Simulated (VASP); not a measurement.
All values below come from PBEsol GGA, VASP's PBE PAW potentials (set 64) (plane waves; VASP).

VASP input:

File POSCAR:
```
Cd3SrO4
1.0
  0.0000000000   2.4280233234   2.4280233234
  2.4280233234   0.0000000000   2.4280233234
  9.4921119971   9.4921119971   0.2199812966
Sr O Cd
1 4 3
Cartesian
  0.0000000000   0.0000000000   0.0000000000
  2.4690506841   2.4690506841   2.3869959625
  4.7987307031   4.7987307031   2.4853392664
  7.1214046174   7.1214046174   2.5906886770
  9.4510846364   9.4510846364   2.6890319809
  4.8529599869   4.8529599869   4.8591333069
  4.7460559986   4.7460559986   0.1099906483
  7.0671753336   7.0671753336   0.2168946365
```

**KPOINTS**
```
Automatic mesh
0
Gamma
7 7 2
0 0 0
```

**INCAR**
```
# general
SYSTEM =Cd3SrO4
PREC   =Accurate
ENCUT  =520
LREAL  =.FALSE.
LASPH  =.TRUE.

# electronic loop
EDIFF  =1E-6
NELM   =100
ALGO   =Normal
LMAXMIX=4

# smearing
ISMEAR =0
SIGMA  =0.05

# functional
GGA    =PS

# ions
IBRION =2
NSW    =60
ISIF   =3
EDIFFG =-0.02

# output
LWAVE  =.FALSE.
LCHARG =.FALSE.
```

POTCAR, in this order: Sr_sv O Cd (PBE.64 set). Program: vasp_std.

Task: Predict the energy per atom (σ→0), band gap (on the k-mesh).

Result: 
| Item | Result |
|---|---|
| energy per atom (σ→0) | -4.755 eV/atom |
| band gap (on the k-mesh) | 0.45 eV |

OSZICAR:
```
...
DAV:  10    -0.380441397417E+02   -0.26977E-02   -0.10119E-01  2898   0.195E+00    0.614E-01
DAV:  11    -0.380438948047E+02    0.24494E-03   -0.11115E-02  3208   0.716E-01    0.234E-01
DAV:  12    -0.380436405393E+02    0.25427E-03   -0.27336E-03  3334   0.333E-01    0.113E-01
DAV:  13    -0.380435995149E+02    0.41024E-04   -0.43393E-04  3392   0.159E-01    0.272E-02
DAV:  14    -0.380435976644E+02    0.18505E-05   -0.60005E-05  3356   0.521E-02    0.157E-02
DAV:  15    -0.380435979610E+02   -0.29657E-06   -0.10763E-05  3116   0.250E-02    0.806E-03
DAV:  16    -0.380435980299E+02   -0.68962E-07   -0.76501E-07  1500   0.673E-03
   1 F= -.38043598E+02 E0= -.38043598E+02  d E =-.380436E+02
```

The structure was generated: Cd3SrO4 was put into an ordered model structure (R-3m), which need not be its known phase. It was relaxed first. The start is the result of an earlier pass.
